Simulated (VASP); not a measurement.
LaBiS2O, 10 atoms in the cell. The structure is tetragonal, space group P4/nmm (No. 129). The conventional cell has a = 4.055 Å, b = 4.055 Å, c = 14.173 Å, α = 90.00°, β = 90.00°, γ = 90.00°. La (site symmetry 4mm) is surrounded by 4 O at 2.38 Å. Around Bi (site symmetry 4mm) lie 5 S at 2.52 to 2.88 Å. S (site symmetry 4mm) has 4 Bi at 2.88 Å as nearest neighbours. S (site symmetry 4mm) has 1 Bi at 2.52 Å as nearest neighbours. O (site symmetry -4m2) is surrounded by 4 La at 2.38 Å. The cell is a database's computed one.

```yaml
Program: VASP 6.6.1
Task: relaxation of cell and atoms
Functional: PBEsol
Potentials_or_basis: VASP PAW PBE potentials, release 64 (La, Bi_d, S, O)
Cutoff: 600 eV
k_mesh: 8 × 8 × 4
Occupations: gaussian, width 0.03 eV
Spin: no spin polarisation
Further_INCAR_settings: ALGO = Normal; EDIFF = 1e-06; IBRION = 2; EDIFFG = -0.01; NSW = 90; ISIF = 3
```

Potentials or basis: VASP PAW PBE potentials, release 64 (La, Bi_d, S, O).

The run is started by

```sh
$ cat potpaw_PBE.64/La/POTCAR potpaw_PBE.64/Bi_d/POTCAR potpaw_PBE.64/S/POTCAR potpaw_PBE.64/O/POTCAR > POTCAR
$ mpirun -np 2 vasp_std > vasp.out
```

Hardware: 2 MPI ranks on Intel(R) Xeon(R) 6975P-C (Granite Rapids) (shared host).

Q: Estimate the wall time of this run.

A: Wall time 38 min on 2 MPI ranks on Intel(R) Xeon(R) 6975P-C (Granite Rapids) (shared host), peak memory 0.8 GiB a rank. Counts: scf iterations 157, k points 45, ion steps 20.
